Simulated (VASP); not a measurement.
# HfSnIr4 (F-43m) in VASP: single point with r2SCAN

Aim: the single point of HfSnIr4 with r2SCAN.

Program: VASP 6.6.1. These are calculated values, not measurements. Logs are shortened: lines on timing, memory, paths and dates and some standing lists are left out, and cuts for length are marked.

## Step 1: The crystal as given

It takes space group F-43m (No. 216, cubic). Conventional cell: a = 7.309 Å, b = 7.309 Å, c = 7.309 Å, α = 90.00°, β = 90.00°, γ = 90.00°. Hf (site symmetry -43m) is surrounded by 12 Ir at 3.03 Å and 4 Sn at 3.16 Å. Around Ir (site symmetry 3m) lie 6 Ir at 2.54 to 2.63 Å. Sn (site symmetry -43m) has 12 Ir at 3.03 Å and 4 Hf at 3.16 Å as nearest neighbours.

The cell was built by a generator and needn't be a form met in nature.

## Step 2: Single point, r2SCAN

POSCAR reads:

```
HfSnIr4
1.0
    0.0000000000      3.6543031600      3.6543031600
    3.6543031600      0.0000000000      3.6543031600
    3.6543031600      3.6543031600      0.0000000000
Hf Ir Sn
1 4 1
Direct
    0.0000000000      0.0000000000      0.0000000000
    0.6230000000      0.6230000000      0.6230000000
    0.1310000000      0.6230000000      0.6230000000
    0.6230000000      0.6230000000      0.1310000000
    0.6230000000      0.1310000000      0.6230000000
    0.2500000000      0.2500000000      0.2500000000
```

INCAR.step1 reads:

```
SYSTEM = HfSnIr4
PREC     = Accurate       ! precision mode
ENCUT    = 520            ! plane-wave cutoff, eV
ISMEAR   = -1             ! smearing method
SIGMA    = 0.1            ! smearing width, eV
LREAL    = .FALSE.        ! projectors in reciprocal space
LASPH    = .TRUE.         ! aspherical terms in the spheres
NELM     = 100            ! most SCF steps
NBANDS   = 39             ! bands
GGA      = PE             ! functional
ALGO     = Normal         ! electronic algorithm
EDIFF    = 1E-4           ! SCF threshold, eV
LWAVE    = .TRUE.         ! write WAVECAR
LCHARG   = .FALSE.        ! write CHGCAR
```

INCAR.step2 reads:

```
SYSTEM = HfSnIr4
PREC     = Accurate       ! precision mode
ENCUT    = 520            ! plane-wave cutoff, eV
EDIFF    = 1E-6           ! SCF threshold, eV
ISMEAR   = -1             ! smearing method
SIGMA    = 0.1            ! smearing width, eV
LREAL    = .FALSE.        ! projectors in reciprocal space
LASPH    = .TRUE.         ! aspherical terms in the spheres
NELM     = 100            ! most SCF steps
ALGO     = Normal         ! electronic algorithm
ISIF     = 2              ! what is computed and relaxed
LWAVE    = .FALSE.        ! write WAVECAR
LCHARG   = .FALSE.        ! write CHGCAR
METAGGA  = R2SCAN         ! meta-GGA
LMIXTAU  = .TRUE.       
NBANDS   = 39             ! bands
ISTART   = 1
```

KPOINTS reads:

```
regular mesh
0
G
  8 8 8
  0 0 0
```

Potentials or basis: VASP PAW PBE potentials, release 64 (Hf_pv, Ir, Sn_d).

The run is started by

```
$ cat potpaw_PBE.64/Hf_pv/POTCAR potpaw_PBE.64/Ir/POTCAR potpaw_PBE.64/Sn_d/POTCAR > POTCAR
$ cp INCAR.step1 INCAR
$ mpirun -np 1 vasp_std > vasp.out
$ cp INCAR.step2 INCAR
$ mpirun -np 1 vasp_std > vasp.out
```

OUTCAR:

```text
SYSTEM = HfSnIr4
   PREC = Accurate
   ENCUT = 520
   EDIFF = 1E-6
   ISMEAR = -1
   LREAL = .FALSE.
   LASPH = .TRUE.
   NELM = 100
   ISIF = 2
   METAGGA = R2SCAN
   ISTART = 1

 ion  position               nearest neighbor table
   1  0.000  0.000  0.000-   3 3.03   5 3.03   3 3.03   4 3.03   4 3.03   5 3.03   2 3.03   2 3.03
                             2 3.03   3 3.03   4 3.03   5 3.03   6 3.16   6 3.16   6 3.16   6 3.16
   2  0.623  0.623  0.623-   3 2.54   4 2.54   5 2.54   3 2.63   5 2.63   4 2.63   6 3.03   6 3.03
                             6 3.03   1 3.03   1 3.03   1 3.03
   3  0.131  0.623  0.623-   2 2.54   4 2.54   5 2.54   5 2.63   4 2.63   2 2.63   6 3.03   6 3.03
                             6 3.03   1 3.03   1 3.03   1 3.03
   4  0.623  0.623  0.131-   2 2.54   3 2.54   5 2.54   5 2.63   3 2.63   2 2.63   6 3.03   6 3.03
                             6 3.03   1 3.03   1 3.03   1 3.03
   5  0.623  0.131  0.623-   2 2.54   3 2.54   4 2.54   3 2.63   4 2.63   2 2.63   6 3.03   6 3.03
                             6 3.03   1 3.03   1 3.03   1 3.03
   6  0.250  0.250  0.250-   3 3.03   4 3.03   5 3.03   2 3.03   2 3.03   2 3.03   3 3.03   3 3.03
                             4 3.03   5 3.03   4 3.03   5 3.03   1 3.16   1 3.16   1 3.16   1 3.16

  LATTYP: Found a face centered cubic cell.
 ALAT       =     7.3086063200

  Lattice vectors:

 A1 = (   0.0000000000,   3.6543031600,   3.6543031600)
 A2 = (   3.6543031600,   0.0000000000,   3.6543031600)
 A3 = (   3.6543031600,   3.6543031600,   0.0000000000)

Analysis of symmetry for initial positions (statically):
=====================================================================
 Subroutine PRICEL returns:
 Original cell was already a primitive cell.

 Routine SETGRP: Setting up the symmetry group for a
 face centered cubic supercell.

 Subroutine GETGRP returns: Found 24 space group operations
 (whereof 24 operations were pure point group operations)
 out of a pool of 48 trial point group operations.

The static configuration has the point symmetry T_d .

Analysis of symmetry for dynamics (positions and initial velocities):
=====================================================================
 Subroutine PRICEL returns:
 Original cell was already a primitive cell.

 Routine SETGRP: Setting up the symmetry group for a
 face centered cubic supercell.

 Subroutine GETGRP returns: Found 24 space group operations
 (whereof 24 operations were pure point group operations)
 out of a pool of 48 trial point group operations.

The dynamic configuration has the point symmetry T_d .

 Subroutine INISYM returns: Found 24 space group operations
 (whereof 24 operations are pure point group operations),
 and found     1 'primitive' translations

----------------------------------------------------------------------------------------

                                     Primitive cell

  volume of cell :      97.5986

  direct lattice vectors                    reciprocal lattice vectors
     0.000000000  3.654303160  3.654303160    -0.136824992  0.136824992  0.136824992
     3.654303160  0.000000000  3.654303160     0.136824992 -0.136824992  0.136824992
     3.654303160  3.654303160  0.000000000     0.136824992  0.136824992 -0.136824992

  length of vectors
     5.167965090  5.167965090  5.167965090     0.236987838  0.236987838  0.236987838

  position of ions in fractional coordinates (direct lattice)
     0.000000000  0.000000000  0.000000000
     0.623000000  0.623000000  0.623000000
     0.131000000  0.623000000  0.623000000
     0.623000000  0.623000000  0.131000000
     0.623000000  0.131000000  0.623000000
     0.250000000  0.250000000  0.250000000

  ion indices of the primitive-cell ions
   primitive index   ion index
                 1           1
                 2           2
                 3           3
                 4           4
                 5           5
                 6           6

----------------------------------------------------------------------------------------

 KPOINTS: regular mesh

Automatic generation of k-mesh.
 Grid dimensions read from file:
 generate k-points for:    8    8    8

 Generating k-lattice:

  Cartesian coordinates                     Fractional coordinates (reciprocal lattice)
    -0.017103124  0.017103124  0.017103124     0.125000000  0.000000000  0.000000000
     0.017103124 -0.017103124  0.017103124     0.000000000  0.125000000  0.000000000
     0.017103124  0.017103124 -0.017103124     0.000000000  0.000000000  0.125000000

  Length of vectors
     0.029623480  0.029623480  0.029623480

  Shift w.r.t. Gamma in fractional coordinates (k-lattice)
     0.000000000  0.000000000  0.000000000

 Subroutine IBZKPT returns following result:
 ===========================================

 Found     29 irreducible k-points:

 Following reciprocal coordinates:
            Coordinates               Weight
  0.000000  0.000000  0.000000      1.000000
  0.125000  0.000000  0.000000      8.000000
  0.250000  0.000000  0.000000      8.000000
  0.375000  0.000000  0.000000      8.000000
  0.500000  0.000000  0.000000      4.000000
  0.125000  0.125000  0.000000      6.000000
[... 16 lines left out ...]
  0.500000  0.250000  0.125000     48.000000
 -0.375000  0.250000  0.125000     24.000000
 [... further k-points ...]
   k-points           NKPTS =     29   k-points in BZ     NKDIM =     29   number of bands    NBANDS=     39
   number of dos      NEDOS =    301   number of ions     NIONS =      6
   total plane-waves  NPLWV =  64000
   dimension x,y,z NGX =    40 NGY =   40 NGZ =   40
   dimension x,y,z NGXF=    80 NGYF=   80 NGZF=   80
   ions per type =               1   4   1
   NGX,Y,Z   is equivalent  to a cutoff of  12.87, 12.87, 12.87 a.u.
   NGXF,Y,Z  is equivalent  to a cutoff of  25.73, 25.73, 25.73 a.u.
 SYSTEM =  HfSnIr4
   PREC   = accura    normal or accurate (medium, high low for compatibility)
   ISTART =      1    job   : 0-new  1-cont  2-samecut
   ICHARG =      0    charge: 1-file 2-atom 10-const
   ISPIN  =      1    spin polarized calculation?
   LNONCOLLINEAR =      F non collinear calculations
   LSORBIT =      F    spin-orbit coupling
   LASPH  =      T    aspherical Exc in radial PAW
   ENCUT  =  520.0 eV  38.22 Ry    6.18 a.u.   9.61  9.61  9.61*2*pi/ulx,y,z
   NELM   =    100;   NELMIN=  2; NELMDL=  0     # of ELM steps
   EDIFF  = 0.1E-05   stopping-criterion for ELM
   LREAL  =      F    real-space projection
   EDIFFG = 0.1E-04   stopping-criterion for IOM
   NSW    =      0    number of steps for IOM
   IBRION =     -1    ionic relax: 0-MD 1-quasi-New 2-CG
   NFREE  =      0    steps in history (QN), initial steepest desc. (CG)
   ISIF   =      2    stress and relaxation
   ISYM   =      2    0-nonsym 1-usesym 2-fastsym
   POTIM  = 0.5000    time-step for ionic-motion
   TEBEG  =    0.0;   TEEND  =   0.0 temperature during run
   PSTRESS=    0.0 pullay stress
   NELECT =      60.0000    total number of electrons
   NUPDOWN=      -1.0000    fix difference up-down
   EMIN   =  10.00;   EMAX   =-10.00  energy-range for DOS
   EFERMI =   0.00;   METHOD = LEGACY
   ISMEAR =    -1;   SIGMA  =   0.10  broadening in eV -4-tet -1-fermi 0-gaus
   EFERMI_NEDOS =   21; number of points for ismear=-14 and -15
   IALGO  =     38    algorithm
   IMIX   =      4    mixing-type and parameters
     AMIX     =   0.40;   BMIX     =  1.00
     AMIX_MAG =   1.60;   BMIX_MAG =  1.00
  volume/ion in A,a.u.               =      16.27       109.77
  Fermi-wavevector in a.u.,A,eV,Ry     =   1.392015  2.630527 26.364099  1.937707
  Thomas-Fermi vector in A             =   2.515799
   LORBIT       =      0    0 simple, 1 ext, 2 COOP (PROOUT), +10 PAW based schemes
   METAGGA = R2SCAN    functional components
   LHFCALC =     F    Hartree Fock is set to
   AEXX    =    0.0000 exact exchange contribution
   IVDW    =     0    specifies the selected vdW correction
   LEPSILON=     F    determine dielectric tensor
   LRPA    =     F    only Hartree local field effects (RPA)
 non-spin polarized calculation
  energy-cutoff  :      520.00
  volume of cell :       97.60
 maximum number of plane-waves:      2685
 NGX is ok and might be reduce to    40
   NGX = 19   NGY = 19   NGZ = 19

 number of electron      59.9999995 magnetization

 Free energy of the ion-electron system (eV)
  ---------------------------------------------------
  ext. energy  EPLUGINS =         0.00000000
  ---------------------------------------------------
  free energy    TOTEN  =      -280.82377583 eV

  energy without entropy =     -280.69986403  energy(sigma->0) =     -280.76181993

 E-fermi :   9.5259     XC(G=0): -14.2158

 val. band max:        9.4918912837   @ k =  -0.2500   0.1250   0.0000
 cond. band min:       9.5685256616   @ k =  -0.3750   0.3750   0.0000
 fundamental gap:      0.0766343778
 Fermi energy:         9.5259284910

 k-point     1 :       0.0000    0.0000    0.0000
  band No.  band energies     occupation
      1     -23.1070      2.00000
      2     -23.1070      2.00000
      3     -23.1070      2.00000
      4     -13.1448      2.00000
      5     -13.1448      2.00000
      6     -13.1448      2.00000
[... 31 lines left out ...]
     38      13.7611      0.00000
     39      13.7611      0.00000

 k-point     2 :       0.1250    0.0000    0.0000
  band No.  band energies     occupation
      1     -23.1077      2.00000
      2     -23.1069      2.00000
      3     -23.1069      2.00000
      4     -13.1455      2.00000
      5     -13.1449      2.00000
      6     -13.1449      2.00000
[... 913 lines left out ...]
     38      13.0624      0.00000
     39      13.7862      0.00000

 k-point    24 :      -0.3750    0.2500    0.1250
  band No.  band energies     occupation
      1     -23.1106      2.00000
      2     -23.1072      2.00000
      3     -23.1064      2.00000
      4     -13.1496      2.00000
      5     -13.1462      2.00000
      6     -13.1450      2.00000
[... 31 lines left out ...]
     38      13.0718      0.00000
     39      14.4279      0.00000

 [... further k-points ...]

------------------------ aborting loop because EDIFF is reached ----------------------------------------

  FORCE on cell =-STRESS in cart. coord.  units (eV):
  Direction    XX          YY          ZZ          XY          YZ          ZX
  --------------------------------------------------------------------------------------
  -------------------------------------------------------------------------------------
  Total        6.5909632      6.5909632      6.5909632      0.0000000      0.0000000      0.0000000
  in kB      108.1971328    108.1971328    108.1971328      0.0000000      0.0000000      0.0000000
  external PRESSURE =     108.1971328 kB  Pullay stress =       0.0000000 kB

 VOLUME and BASIS-vectors are now :
 -----------------------------------------------------------------------------
  energy-cutoff  :      520.00
  volume of cell :       97.60
      direct lattice vectors                 reciprocal lattice vectors
     0.000000000  3.654303160  3.654303160    -0.136824992  0.136824992  0.136824992
     3.654303160  0.000000000  3.654303160     0.136824992 -0.136824992  0.136824992
     3.654303160  3.654303160  0.000000000     0.136824992  0.136824992 -0.136824992

 POSITION                                       TOTAL-FORCE (eV/Angst)
 -----------------------------------------------------------------------------------
      0.00000      0.00000      0.00000         0.000000     -0.000000     -0.000000
      4.55326      4.55326      4.55326         0.723621      0.723621      0.723621
      4.55326      2.75534      2.75534         0.723621     -0.723621     -0.723621
      2.75534      2.75534      4.55326        -0.723621     -0.723621      0.723621
      2.75534      4.55326      2.75534        -0.723621      0.723621     -0.723621
      1.82715      1.82715      1.82715         0.000000     -0.000000     -0.000000
 -----------------------------------------------------------------------------------
    total drift:                               -0.000001     -0.000001     -0.000001

  FREE ENERGIE OF THE ION-ELECTRON SYSTEM (eV)
  ---------------------------------------------------
  free  energy   TOTEN  =      -280.8237758302 eV

  energy  without entropy=     -280.6998640328  energy(sigma->0) =     -280.76181993
```

It took 7.5 min on 1 thread of Intel Xeon Platinum 8488C (Sapphire Rapids), shared host; peak memory 0.33 GiB.

Results:

| Property | Result |
| --- | --- |
| Free energy | -280.8238 eV |
| Pressure | 10.8 GPa |
| Largest force | 1.253 eV/Å |
| Band gap on the k mesh | none (metal or under the smearing width) |

Forces on the atoms (eV/Å):
```
Hf   0.000  0.000  0.000
Ir   0.724  0.724  0.724
Ir   0.724 -0.724 -0.724
Ir  -0.724 -0.724  0.724
Ir  -0.724  0.724 -0.724
Sn   0.000  0.000  0.000
```

Caveat: the PAW data sets were made with another functional, which shifts forces and pressure a little.
